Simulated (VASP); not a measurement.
# Fe2O3 (Hematite) (R-3c) in VASP: electric field gradients with r2SCAN

Aim: the electric field gradients of Fe2O3 (Hematite) with r2SCAN.

Everything below comes from runs of VASP 6.6.1. Logs are shortened: lines on timing, memory, paths and dates and some standing lists are left out, and cuts for length are marked.

**1. Starting point**

It takes space group R-3c (No. 167, trigonal). Conventional cell: a = 5.038 Å, b = 5.038 Å, c = 13.772 Å, α = 90.00°, β = 90.00°, γ = 120.00°. Fe (site symmetry 3) is surrounded by 6 O at 1.95 to 2.12 Å. O (site symmetry 2) has 4 Fe at 1.95 to 2.12 Å as nearest neighbours.

**2. Electric field gradients, r2SCAN, collinear spin, ferromagnetic start**

File INCAR:

```
ALGO = Normal
EDIFF = 1E-7
ENCUT = 520
ISIF = 2
ISMEAR = -1
ISPIN = 2
LASPH = T
LCHARG = F
LEFG = T
LMAXMIX = 4
LMIXTAU = T
LORBIT = 11
LREAL = F
LWAVE = F
MAGMOM = 5 5 5 5 0 0 0 0 0 0
METAGGA = R2SCAN
NELM = 100
PREC = Accurate
SIGMA = 0.05
```

File KPOINTS:

```
k-points
0
Gamma
  8 8 8
```

File POSCAR:

```
Fe2O3
1.0
    2.5190000000      1.4543453281      4.5906666667
   -2.5190000000      1.4543453281      4.5906666667
    0.0000000000     -2.9086906562      4.5906666667
Fe O
4 6
Direct
    0.3553000000      0.3553000000      0.3553000000
    0.1447000000      0.1447000000      0.1447000000
    0.6447000000      0.6447000000      0.6447000000
    0.8553000000      0.8553000000      0.8553000000
    0.5559000000      0.9441000000      0.2500000000
    0.2500000000      0.5559000000      0.9441000000
    0.9441000000      0.2500000000      0.5559000000
    0.4441000000      0.0559000000      0.7500000000
    0.7500000000      0.4441000000      0.0559000000
    0.0559000000      0.7500000000      0.4441000000
```

Potentials or basis: VASP PAW PBE potentials, release 64 (Fe, O).

Command:

```bash
cat potpaw_PBE.64/Fe/POTCAR potpaw_PBE.64/O/POTCAR > POTCAR
mpirun -np 1 vasp_std > vasp.out
```

OUTCAR:

```text
EDIFF = 1E-7
   ENCUT = 520
   ISIF = 2
   ISMEAR = -1
   ISPIN = 2
   LASPH = T
   LORBIT = 11
   LREAL = F
   METAGGA = R2SCAN
   NELM = 100
   PREC = Accurate

 ion  position               nearest neighbor table
   1  0.355  0.355  0.355-  10 1.95   8 1.95   9 1.95   5 2.12   7 2.12   6 2.12   2 2.90   3 2.97
                             3 2.97   3 2.97
   2  0.145  0.145  0.145-   9 1.95   8 1.95  10 1.95   5 2.12   7 2.12   6 2.12   1 2.90   4 2.97
                             4 2.97   4 2.97
   3  0.645  0.645  0.645-   7 1.95   5 1.95   6 1.95   8 2.12   9 2.12  10 2.12   4 2.90   1 2.97
                             1 2.97   1 2.97
   4  0.855  0.855  0.855-   6 1.95   5 1.95   7 1.95   8 2.12   9 2.12  10 2.12   3 2.90   2 2.97
                             2 2.97   2 2.97
   5  0.556  0.944  0.250-   3 1.95   4 1.95   1 2.12   2 2.12
   6  0.250  0.556  0.944-   4 1.95   3 1.95   1 2.12   2 2.12
   7  0.944  0.250  0.556-   3 1.95   4 1.95   1 2.12   2 2.12
   8  0.444  0.056  0.750-   1 1.95   2 1.95   3 2.12   4 2.12
   9  0.750  0.444  0.056-   2 1.95   1 1.95   3 2.12   4 2.12
  10  0.056  0.750  0.444-   1 1.95   2 1.95   3 2.12   4 2.12

  LATTYP: Found a trigonal (rhomboedric) cell.
 ALAT       =     5.4345838643
 COS(alpha) =     0.5703114900

  Lattice vectors:

 A1 = (   2.5190000000,   1.4543453281,   4.5906666667)
 A2 = (  -2.5190000000,   1.4543453281,   4.5906666667)
 A3 = (   0.0000000000,  -2.9086906562,   4.5906666667)

Analysis of symmetry for initial positions (statically):
=====================================================================
 Subroutine PRICEL returns:
 Original cell was already a primitive cell.

 Routine SETGRP: Setting up the symmetry group for a
 trigonal (rhombohedral) supercell.

 Subroutine GETGRP returns: Found 12 space group operations
 (whereof  6 operations were pure point group operations)
 out of a pool of 12 trial point group operations.

The static configuration has the point symmetry S_6 .
 The point group associated with its full space group is D_3d.

Analysis of symmetry for dynamics (positions and initial velocities):
=====================================================================
 Subroutine PRICEL returns:
 Original cell was already a primitive cell.

 Routine SETGRP: Setting up the symmetry group for a
 trigonal (rhombohedral) supercell.

 Subroutine GETGRP returns: Found 12 space group operations
 (whereof  6 operations were pure point group operations)
 out of a pool of 12 trial point group operations.

[... 2578 lines left out ...]
      0.77056      1.57404      5.73833        -0.023174      0.040139     -0.000000
     -1.74844     -0.11969      5.73833        -0.023174     -0.040139     -0.000000
 -----------------------------------------------------------------------------------
    total drift:                               -0.000000     -0.000000     -0.000000

  FREE ENERGIE OF THE ION-ELECTRON SYSTEM (eV)
  ---------------------------------------------------
  free  energy   TOTEN  =      -108.4218312186 eV

  energy  without entropy=     -108.4185131200  energy(sigma->0) =     -108.42017217

 Electric field gradients (V/A^2)
---------------------------------------------------------------------
 ion       V_xx      V_yy      V_zz      V_xy      V_xz      V_yz
---------------------------------------------------------------------
   1     -11.034   -11.034    22.067     0.000    -0.000    -0.000
   2     -11.034   -11.034    22.067    -0.000     0.000    -0.000
   3     -11.034   -11.034    22.067    -0.000    -0.000    -0.000
   4     -11.034   -11.034    22.067    -0.000     0.000    -0.000
   5       7.348    -7.240    -0.108     0.000     0.000   -24.140
   6      -3.593     3.701    -0.108    -6.317    20.906    12.070
   7      -3.593     3.701    -0.108     6.317   -20.906    12.070
   8       7.348    -7.240    -0.108     0.000    -0.000   -24.140
   9      -3.593     3.701    -0.108    -6.317    20.906    12.070
  10      -3.593     3.701    -0.108     6.317   -20.906    12.070
---------------------------------------------------------------------

 Electric field gradients after diagonalization (V/A^2)
 (convention: |V_zz| > |V_xx| > |V_yy|)
----------------------------------------------------------------------
 ion       V_xx      V_yy      V_zz     asymmetry (V_yy - V_xx)/ V_zz
----------------------------------------------------------------------
   1     -11.034   -11.034    22.067       0.000
   2     -11.034   -11.034    22.067       0.000
   3     -11.034   -11.034    22.067       0.000
   4     -11.034   -11.034    22.067       0.000
   5      20.728     7.348   -28.076       0.477
   6      20.728     7.348   -28.076       0.477
   7      20.728     7.348   -28.076       0.477
   8      20.728     7.348   -28.076       0.477
   9      20.728     7.348   -28.076       0.477
  10      20.728     7.348   -28.076       0.477
----------------------------------------------------------------------

           NMR quadrupolar parameters

 Cq : quadrupolar parameter    Cq=e*Q*V_zz/h
 eta: asymmetry parameters     (V_yy - V_xx)/ V_zz
 Q  : nuclear electric quadrupole moment in mb (millibarn)
----------------------------------------------------------------------
 ion       Cq(MHz)       eta       Q (mb)
----------------------------------------------------------------------
   1       0.053       0.000       1.000
   2       0.053       0.000       1.000
   3       0.053       0.000       1.000
   4       0.053       0.000       1.000
   5      -0.068       0.477       1.000
   6      -0.068       0.477       1.000
   7      -0.068       0.477       1.000
   8      -0.068       0.477       1.000
   9      -0.068       0.477       1.000
  10      -0.068       0.477       1.000
----------------------------------------------------------------------

 total charge

# of ion       s       p       d       tot
------------------------------------------
    1        0.374   0.556   5.792   6.722
    2        0.374   0.556   5.792   6.722
    3        0.374   0.556   5.792   6.722
    4        0.374   0.556   5.792   6.722
    5        1.566   3.508   0.000   5.073
    6        1.566   3.508   0.000   5.073
    7        1.566   3.508   0.000   5.073
    8        1.566   3.508   0.000   5.073
    9        1.566   3.508   0.000   5.073
   10        1.566   3.508   0.000   5.073
--------------------------------------------------
tot         10.890  23.269  23.170  57.329

 magnetization (x)

# of ion       s       p       d       tot
------------------------------------------
    1        0.026   0.039   4.116   4.182
    2        0.026   0.039   4.116   4.182
    3        0.026   0.039   4.116   4.182
    4        0.026   0.039   4.116   4.182
    5        0.029   0.414   0.000   0.443
    6        0.029   0.414   0.000   0.443
    7        0.029   0.414   0.000   0.443
    8        0.029   0.414   0.000   0.443
    9        0.029   0.414   0.000   0.443
   10        0.029   0.414   0.000   0.443
--------------------------------------------------
tot          0.280   2.641  16.465  19.387
```

stdout:

```text
POSCAR found type information on POSCAR FeO
 POSCAR found :  2 types and      10 ions
 scaLAPACK will be used
 -----------------------------------------------------------------------------
|                                                                             |
|                                                                             |
|     You enforced a specific xc type in the INCAR file but a different       |
|     I HOPE YOU KNOW WHAT YOU ARE DOING!                                     |
|                                                                             |
 -----------------------------------------------------------------------------

 LDA part: xc-table for (None), standard interpolation
 POSCAR, INCAR and KPOINTS ok, starting setup
 FFT: planning ... GRIDC
 FFT: planning ... GRID_SOFT
 FFT: planning ... GRID
 WAVECAR not read
 entering main loop
ion   1

ion   2

ion   3
[... 46 lines left out ...]
     0.0000293    -5.8104550    -9.9935348    -0.3455196    17.3093101     3.3546677
     0.0000403    -5.8104540    -9.9935330    -0.3455196    17.3093069     3.3546672
     0.0000555    -5.8104524    -9.9935299    -0.3455196    17.3093016     3.3546662
     0.0000765    -5.8104496    -9.9935248    -0.3455196    17.3092927     3.3546646
```

Wall time 47 min (1 thread of AMD EPYC 9R45 (Zen 5), shared host); peak memory 0.6 GiB.

What came out:

```
Free energy                                           : -108.4218 eV
Pressure                                              : 5.2 GPa
Largest force                                         : 0.116 eV/Å
Band gap on the k mesh                                : 0.22 eV, indirect (least direct gap 0.53 eV)
Net moment                                            : 19.99 μB per cell
Site moments                                          : Fe +4.18; O +0.44 μB
Valence electrons inside the program's atomic spheres : Fe 6.72; O 5.07
```

Forces in eV/Å, atoms in the order of the input:
```
Fe   0.000  0.000 -0.116
Fe   0.000  0.000  0.116
Fe   0.000  0.000  0.116
Fe   0.000  0.000 -0.116
O   -0.046  0.000  0.000
O    0.023 -0.040  0.000
O    0.023  0.040  0.000
O    0.046  0.000  0.000
O   -0.023  0.040  0.000
O   -0.023 -0.040  0.000
```

Levels at points of the mesh, in eV from the valence-band top:
Spin up:
```csv
k point,band 41,band 42,band 43,band 44,band 45,band 46,band 47,band 48
"(0.00, 0.00, 0.00)",-0.60,-0.60,0.00,0.00,4.28,8.35,10.46,10.93
"(0.50, 0.00, 0.00)",-1.03,-1.03,-0.55,-0.55,7.63,7.63,9.25,9.25
"(0.50, 0.50, 0.00)",-0.83,-0.40,-0.35,-0.29,8.10,8.33,9.38,9.48
"(0.50, 0.50, 0.50)",-0.46,-0.46,-0.46,-0.46,6.93,6.93,11.06,11.06
```
Spin down:
```tsv
k point	band 20	band 21	band 22	band 23	band 24	band 25	band 26	band 27	band 28	band 29
(0.00, 0.00, 0.00)	-2.62	-2.62	-1.71	-1.71	-1.65	0.53	0.58	0.58	0.92	0.92
(0.50, 0.00, 0.00)	-3.01	-2.67	-2.67	-1.73	-1.73	0.36	0.36	1.06	1.06	1.28
(0.50, 0.50, 0.00)	-2.62	-2.61	-2.58	-2.31	-1.87	0.46	0.47	0.65	0.68	0.98
(0.50, 0.50, 0.50)	-2.80	-2.28	-2.28	-2.28	-2.28	0.85	0.85	0.85	0.85	1.07
```

Electric field gradients, principal values (V/Å²):
```tsv
atom	Vxx	Vyy	Vzz
1 Fe	-11.034	-11.034	22.067
2 Fe	-11.034	-11.034	22.067
3 Fe	-11.034	-11.034	22.067
4 Fe	-11.034	-11.034	22.067
5 O	7.348	20.728	-28.076
6 O	7.348	20.728	-28.076
7 O	7.348	20.728	-28.076
8 O	7.348	20.728	-28.076
9 O	7.348	20.728	-28.076
10 O	7.348	20.728	-28.076
```

Caveat: the PAW data sets were made with another functional, which shifts forces and pressure a little; only a ferromagnetic start was run, and an antiferromagnetic order may lie lower in energy. r2SCAN opens gaps a little over a GGA but as a rule still falls short of measured ones.
